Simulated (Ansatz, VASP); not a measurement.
## Two plane-wave programs on AlIn2

The input INCAR:

```
ALGO = Normal ; EDIFF = 1E-7
EDIFFG = -0.04 ; ENCUT = 600
GGA = PE ; IBRION = 2
ISIF = 3 ; ISMEAR = 0
LASPH = True ; LCHARG = False
LREAL = False ; LWAVE = False
NELM = 100 ; NSW = 90
PREC = Accurate ; SIGMA = 0.1
```

File KPOINTS:

```
k-points
0
Gamma
  6 6 6
```

The input POSCAR:

```
AlIn2
1.0
    0.0000000000      2.9989721000      2.9989721000
    2.9989721000      0.0000000000      2.9989721000
    2.9989721000      2.9989721000      0.0000000000
Al In
1 2
Direct
    0.0000000000      0.0000000000      0.0000000000
    0.2500000000      0.2500000000      0.2500000000
    0.7500000000      0.7500000000      0.7500000000
```

Input for Ansatz:

```yaml
crystal:
  lattice:
    - [0.0, 2.9989721, 2.9989721]
    - [2.9989721, 0.0, 2.9989721]
    - [2.9989721, 2.9989721, 0.0]
  atoms:
    - { symbol: Al, position: [0.0, 0.0, 0.0] }
    - { symbol: In, position: [0.25, 0.25, 0.25] }
    - { symbol: In, position: [0.75, 0.75, 0.75] }
basis:
  ecutwfc: 420
kpoints:
  mp_grid: { grid: [6, 6, 6] }
hamiltonian:
  xc: pbe
scf:
  occupations: { method: gaussian, width: 0.1 }
  lower_state_search: "off"
output:
  forces: true
  stress: true
  eigenvalues: true
relax:
  adjacent_minimum: "off"
  f_tol: 0.04
  max_steps: 70
  cell: { stress_tol: 0.4 }
```

Change from the starting cell: species swapped into the NbH2 type (Fm-3m, No. 225).

Alike in both runs: task relaxation of cell and atoms; functional PBE; k mesh 6 × 6 × 6; occupations gaussian, width 0.1 eV; no spin polarisation.

```csv
,VASP,Ansatz
version,VASP 6.6.1,Ansatz 0.2.0
potentials or method,"VASP PAW PBE potentials, release 64 (Al, In_d)","scalar-relativistic, plane waves, PAW"
plane-wave cutoff (eV),600,420
valence electrons in the cell,29,29
```

Ansatz gave:

| Item | Value |
| --- | --- |
| gap on the k mesh at the Fermi level, each at its own relaxed structure (eV) | none |
| relaxed volume (Å³/atom) | 26.41 |
| relaxed cell length with the largest relative difference (Å) | 4.821 |
| energy change over the relaxation (meV/atom) | -670 |

Q: What did VASP give for the same quantities?

A: gap on the k mesh at the Fermi level, each at its own relaxed structure (eV): none; relaxed volume (Å³/atom): 26.56; relaxed cell length with the largest relative difference (Å): 4.830; energy change over the relaxation (meV/atom): -669.

A gap of «none» marks a metal or a gap that the smearing closes.

Caveats: the volume moved by over 15 % at a fixed basis, so the end points are rough (VASP).
